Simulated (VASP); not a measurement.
Here is the system:

```
CELL_PARAMETERS angstrom
      2.72650     1.57414     5.93177
     -2.72650     1.57414     5.93177
      0.00000    -3.14829     5.93177
ATOMIC_POSITIONS crystal
  K  0.36147 0.36147 0.36147
  K  0.63853 0.63853 0.63853
  O  0.14688 0.55795 0.99000
  O  0.99000 0.14688 0.55795
  O  0.55795 0.99000 0.14688
  O  0.85312 0.44205 0.01000
  O  0.01000 0.85312 0.44205
  O  0.44205 0.01000 0.85312
  Ta 0.15781 0.15781 0.15781
  Ta 0.84219 0.84219 0.84219
```

Level of theory: r2SCAN meta-GGA, VASP's PBE PAW potentials (set 64) (plane waves; VASP). Run with 520 eV cut-off, 6×6×6 Γ-centred mesh, tetrahedra with Blöchl corrections, potentials K_sv O Ta_pv.

The cores are frozen, which limits the accuracy of field gradients.

**Question.** Give the principal components of the electric field gradient (V/Å²) and the asymmetry η at each nucleus.

**Answer.** 
```tsv
atom	Vxx	Vyy	Vzz	η
K1	6.3	6.3	-12.7	0.00
K2	6.3	6.3	-12.7	0.00
O3	7.0	5.0	-12.0	0.17
O4	7.0	5.0	-12.0	0.17
O5	7.0	5.0	-12.0	0.17
O6	7.0	5.0	-12.0	0.17
O7	7.0	5.0	-12.0	0.17
O8	7.0	5.0	-12.0	0.17
Ta9	35.1	35.1	-70.2	0.00
Ta10	35.1	35.1	-70.2	0.00
```

The structure was generated: KTaO3 was put into the ilmenite type (R-3), which need not be its known phase. It was relaxed first.
